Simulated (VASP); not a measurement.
Computed with TPSS meta-GGA, VASP's PBE PAW potentials (set 64) (plane waves; VASP).

A VASP calculation is set up with these files.

### POSCAR
```
ZrB2
1
    1.5773694155    -2.7320844332    -0.0000000000
    1.5773694155     2.7320844332     0.0000000000
   -0.0000000000    -0.0000000000     3.5119726415
Zr B
1 2
Direct
  0.0000000000   0.0000000000   0.0000000000
  0.3333330000   0.6666670000   0.5000000000
  0.6666670000   0.3333330000   0.5000000000
```

### INCAR
```
SYSTEM = ZrB2
PREC = Accurate
ENCUT = 520
EDIFF = 1E-6
NELM = 100
ALGO = Normal
LREAL = .FALSE.
LASPH = .TRUE.
ISMEAR = 1
SIGMA = 0.1
METAGGA = TPSS
LMIXTAU = .TRUE.
LMAXMIX = 4
LWAVE = .FALSE.
LCHARG = .FALSE.
IBRION = 2
ISIF = 3
NSW = 60
EDIFFG = -0.02
```

File KPOINTS:
```
Automatic mesh
0
Gamma
10 10 8
0 0 0
```

POTCAR, in this order: Zr_sv B (PBE.64 set). Program: vasp_std.

Problem. Predict the energy per atom (σ→0), volume per atom, band gap (on the k-mesh).

Solution. 
```
Quantity                                                     Value
------------------------  ----------------------------------------
energy per atom (σ→0)                              -12.054 eV/atom
band gap (on the k-mesh)  none (metal, semimetal or under 0.01 eV)
volume per atom                                      10.21 Å³/atom
```

File OSZICAR:
```
...
DAV:   8    -0.361633353786E+02   -0.24536E-05   -0.92727E-07  1259   0.117E-02    0.722E-03
DAV:   9    -0.361633359008E+02   -0.52224E-06   -0.43209E-07   955   0.802E-03
   3 F= -.36163336E+02 E0= -.36163226E+02  d E =-.305462E-02
       N       E                     dE             d eps       ncg     rms          rms(c)
DAV:   1    -0.361633408234E+02   -0.54449E-05   -0.17022E-04  2048   0.145E-01    0.292E-02
DAV:   2    -0.361633358895E+02    0.49339E-05   -0.15231E-05  2150   0.460E-02    0.799E-03
DAV:   3    -0.361633359060E+02   -0.16489E-07   -0.60669E-06  2558   0.149E-02
   4 F= -.36163336E+02 E0= -.36163226E+02  d E =-.305462E-02
```

The compound is ZrB2 in the AlB2 type structure. This run relaxes it. Symmetry was kept, so distortions that lower it aren't found. The start is the result of an earlier pass.
